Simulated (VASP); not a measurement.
```yaml
crystal:
  lattice:
    - [0.00000, 2.66735, 2.66735]
    - [2.66735, 0.00000, 2.66735]
    - [2.66735, 2.66735, 0.00000]
  atoms:
    - { symbol: Ce, position: [0.00000, 0.00000, 0.00000] }
    - { symbol: O, position: [0.25000, 0.25000, 0.25000] }
    - { symbol: O, position: [0.75000, 0.75000, 0.75000] }
```

These are TPSS meta-GGA, VASP's PBE PAW potentials (set 64) (plane waves; VASP) values and carry that method's errors. Run with 520 eV cut-off, 7×7×7 Γ-centred mesh, Gaussian smearing of 0.050 eV, potentials Ce O.

Q: Give the stress tensor in GPa (positive for a compressed cell).

A: 
```
13.22   0.00   0.00
 0.00  13.22   0.00
 0.00   0.00  13.22
```
The pressure is its mean diagonal, 13.22 GPa.

The compound is CeO2 in the fluorite structure. This cell is one point of a volume scan, at 0.94 of the reference volume. The run is not spin-polarised, so no magnetic state was tried.
